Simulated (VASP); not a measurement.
Runs of VASP 6.6.1 on OSnBrH. The cell holds a molecule in a box, 4 atoms: a = 13.000 Å, b = 11.000 Å, c = 11.000 Å, α = 90.00°, β = 90.00°, γ = 90.00°. 

```csv
level,potentials or basis,cutoff (eV),grid for exact exchange (PRECFOCK),screening parameter,exchange at q = 0,gap on the mesh (eV),largest force (eV/Å)
revPBE+D3(BJ),"VASP PAW PBE potentials, release 64 (O, Sn_d, Br, H)",520,-,-,-,(b),0.93
HSE06+D3(BJ),"VASP PAW PBE potentials, release 64 (O, Sn_d, Br, H)",520,Normal,0.2 1/A,-,(c),0.13
B3LYP+TS,"VASP PAW PBE potentials, release 64 (O_s, Sn_d, Br, H_s)",400,Fast,-,truncated,4.47,(a)
r2SCAN0+D4,"VASP PAW PBE potentials, release 64 (O, Sn_d, Br, H)",520,Normal,-,default,5.13,0.18
```

Alike in all rows: task single point; no spin polarisation; cell as given; k mesh 1 × 1 × 1; smearing gaussian 0.01 eV.

Problem. Estimate the missing entries.

Solution. (a) 1.59; (b) 3.16; (c) 4.14.

Caveats: the PAW data sets were made with another functional, which shifts forces and pressure a little; spin-orbit coupling is left out, which moves the levels of the heavy elements.

A k mesh can miss the band edges, and the runs leave out spin-orbit coupling on Br, Sn.

Runs at the PBE level aren't shown here.
